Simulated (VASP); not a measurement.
These are PW91 GGA, VASP's PBE PAW potentials (set 64) (plane waves; VASP 6.6.1) values and carry that method's errors.

VASP ran on this input.

INCAR:
```
SYSTEM=Sc
PREC=Accurate; ENCUT=520; LREAL=.FALSE.
LASPH=.TRUE.
EDIFF=1E-7; NELM=100; ALGO=Normal
LMAXMIX=4
ISMEAR=-5
GGA=91
ISIF=2
LWAVE=.FALSE.; LCHARG=.TRUE.; LORBIT=11
NEDOS=601
```

POSCAR:
```
Sc
1
    1.6565630940    -2.8692513579     0.0000000000
    1.6565630940     2.8692513579    -0.0000000000
    0.0000000000     0.0000000000     5.1451860058
Sc
2
Direct
  0.3333330000   0.6666670000   0.2500000000
  0.6666670000   0.3333330000   0.7500000000
```

File KPOINTS:
```
Automatic mesh
0
Gamma
14 14 8
0 0 0
```

POTCAR, in this order: Sc_sv (PBE.64 set). Program: vasp_std.

Output

File OSZICAR:
```
       N       E                     dE             d eps       ncg     rms          rms(c)
DAV:   1     0.384454355377E+03    0.38445E+03   -0.11167E+04  3624   0.156E+03
DAV:   2     0.962940188413E+01   -0.37482E+03   -0.36932E+03  4949   0.660E+02
DAV:   3    -0.134104316220E+02   -0.23040E+02   -0.22685E+02  5981   0.188E+02
DAV:   4    -0.137702630144E+02   -0.35983E+00   -0.35176E+00  5571   0.232E+01
DAV:   5    -0.137770939582E+02   -0.68309E-02   -0.68048E-02  6015   0.312E+00    0.760E+00
DAV:   6    -0.125953233439E+02    0.11818E+01   -0.27972E+00  4503   0.219E+01    0.225E+00
DAV:   7    -0.124464612232E+02    0.14886E+00   -0.66725E-01  4671   0.969E+00    0.842E-01
DAV:   8    -0.124367035252E+02    0.97577E-02   -0.28315E-02  4958   0.254E+00    0.239E-01
DAV:   9    -0.124353576483E+02    0.13459E-02   -0.79959E-03  4664   0.108E+00    0.225E-02
DAV:  10    -0.124353818429E+02   -0.24195E-04   -0.12855E-04  6076   0.171E-01    0.777E-03
DAV:  11    -0.124353786846E+02    0.31583E-05   -0.34913E-06  5650   0.268E-02    0.209E-03
DAV:  12    -0.124353805149E+02   -0.18302E-05   -0.42929E-07  4147   0.752E-03    0.991E-04
DAV:  13    -0.124353800760E+02    0.43884E-06   -0.29492E-08  2717   0.325E-03    0.895E-05
DAV:  14    -0.124353800726E+02    0.33665E-08   -0.72824E-09  2493   0.240E-03
   1 F= -.12435380E+02 E0= -.12435380E+02  d E =0.000000E+00
```

**OUTCAR**
```
------------------------ aborting loop because EDIFF is reached ----------------------------------------
  FORCE on cell =-STRESS in cart. coord.  units (eV):
  Direction    XX          YY          ZZ          XY          YZ          ZX
  --------------------------------------------------------------------------------------
  Total       -0.0036646     -0.0036646     -0.0291903      0.0000000      0.0000000      0.0000000
  in kB       -0.1200405     -0.1200405     -0.9561845      0.0000000      0.0000000      0.0000000
  external PRESSURE =      -0.3987551 kB  Pullay stress =       0.0000000 kB
  volume of cell :       48.91
      direct lattice vectors                 reciprocal lattice vectors
     1.656563094 -2.869251358  0.000000000     0.301829735 -0.174261484  0.000000000
     1.656563094  2.869251358  0.000000000     0.301829735  0.174261484  0.000000000
     0.000000000  0.000000000  5.145186006     0.000000000  0.000000000  0.194356433
 POSITION                                       TOTAL-FORCE (eV/Angst)
 -----------------------------------------------------------------------------------
      1.65656      0.95642      1.28630         0.000000     -0.000000      0.000000
      1.65656     -0.95642      3.85889        -0.000000      0.000000      0.000000
 -----------------------------------------------------------------------------------
    total drift:                                0.000000      0.000691     -0.000015
  FREE ENERGIE OF THE ION-ELECTRON SYSTEM (eV)
  ---------------------------------------------------
  free  energy   TOTEN  =       -12.4353800726 eV

  energy  without entropy=      -12.4353800726  energy(sigma->0) =      -12.43538007

 total charge

# of ion       s       p       d       tot
------------------------------------------
    1        2.276   6.102   1.020   9.399
    2        2.276   6.102   1.020   9.399
--------------------------------------------------
tot          4.553  12.204   2.041  18.798
```
(Selected blocks of OUTCAR.)

### OUTCAR
```
 val. band max:        3.6838529590   @ k =   0.2143   0.0000   0.0000

 cond. band min:       3.6591778392   @ k =   0.5000  -0.0000   0.3750


 Fermi energy:         3.6802489330

 k-point     1 :       0.0000    0.0000    0.0000
  band No.  band energies     occupation
      1     -45.5972      2.00000
      2     -45.5220      2.00000
      3     -24.5310      2.00000
      4     -24.1829      2.00000
      5     -24.1829      2.00000
      6     -24.1135      2.00000
      7     -24.1135      2.00000
      8     -24.0801      2.00000
      9      -1.4316      2.00000
     10       2.0434      2.00000
     11       4.3660      0.00000
     12       5.2486      0.00000
     13       5.2486      0.00000
     14       5.5283      0.00000
     15       5.7036      0.00000

 k-point     2 :       0.0714    0.0000    0.0000
  band No.  band energies     occupation
      1     -45.5947      2.00000
      2     -45.5212      2.00000
      3     -24.5242      2.00000
      4     -24.1958      2.00000
      5     -24.1875      2.00000
      6     -24.1271      2.00000
      7     -24.1151      2.00000
      8     -24.0833      2.00000
      9      -1.3199      2.00000
     10       2.1357      2.00000
     11       4.2574      0.00000
     12       5.0446      0.00000
     13       5.3295      0.00000
     14       5.6258      0.00000
     15       5.6899      0.00000

 k-point     3 :       0.1429    0.0000    0.0000
  band No.  band energies     occupation
      1     -45.5876      2.00000
      2     -45.5190      2.00000
      3     -24.5043      2.00000
      4     -24.2322      2.00000
      5     -24.2000      2.00000
      6     -24.1648      2.00000
      7     -24.1198      2.00000
      8     -24.0932      2.00000
      9      -0.9928      2.00000
     10       2.3902      2.00000
     11       3.9939     -0.03750
     12       4.6826      0.00000
     13       5.4485      0.00000
     14       5.5662      0.00000
     15       5.7068      0.00000
...
```

For a metal the tetrahedron method with Blöchl corrections gives inexact stress and forces.

The compound is Sc in the hcp structure. It was relaxed first.
